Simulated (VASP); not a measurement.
Here is the system:

```yaml
crystal:
  lattice:
    - [2.19874, -3.80833, 0.00000]
    - [2.19874, 3.80833, 0.00000]
    - [0.00000, 0.00000, 6.01699]
  atoms:
    - { symbol: Te, position: [0.00000, 0.27812, 0.66667] }
    - { symbol: Te, position: [0.72188, 0.72188, 0.00000] }
    - { symbol: Te, position: [0.27812, 0.00000, 0.33333] }
```

Calculation: rev-vdW-DF2, VASP's PBE PAW potentials (set 64) (plane waves; VASP). Settings: 520 eV cut-off, Gaussian smearing of 0.050 eV, potentials Te.

Unless said otherwise, spin-orbit coupling is left out, though it shifts the bands of the heavy elements here.

Q: Predict the band gap (along the path) with the smallest direct gap where there is one.

A: 
```json
{
 "band gap (along the path)": "0.05 eV",
 "smallest direct gap (along the path)": "0.05 eV"
}
```

The compound is Te in the trig structure. It was relaxed first.
